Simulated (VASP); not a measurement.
Given:

```
CELL_PARAMETERS angstrom
     -2.29000     2.29000     2.29000
      2.29000    -2.29000     2.29000
      2.29000     2.29000    -2.29000
ATOMIC_POSITIONS crystal
  Eu 0.00000 0.00000 0.00000
```

Method: MS2 meta-GGA, VASP's PBE PAW potentials (set 64) (plane waves; VASP). Numerical set-up: 520 eV cut-off, 10×10×10 Γ-centred mesh, first-order Methfessel-Paxton smearing of 0.10 eV, potentials Eu_2.

The 4f electrons are frozen in the core of the lanthanide potential, so 4f levels, which can set the real gap, and their magnetism are missing. Energy and stress use the plane-wave basis of the starting cell.

**Question.** The ions, cell shape and volume are relaxed. Which structure does the run end with?

**Answer.** 
```
CELL_PARAMETERS angstrom
     -2.16791     2.16791     2.16791
      2.16791    -2.16791     2.16791
      2.16791     2.16791    -2.16791
ATOMIC_POSITIONS crystal
  Eu 0.00000 0.00000 0.00000
```
Space group Im-3m (229), at a tolerance of 0.03 Å.

**Question.** How do energy and volume change from the first to the last step?

**Answer.** The energy (σ→0) changes by -46.7 meV/atom and the volume by -15.2 %, in 5 ionic steps.

The compound is Eu in the bcc structure. This run relaxes it. Symmetry was kept, so distortions that lower it aren't found.
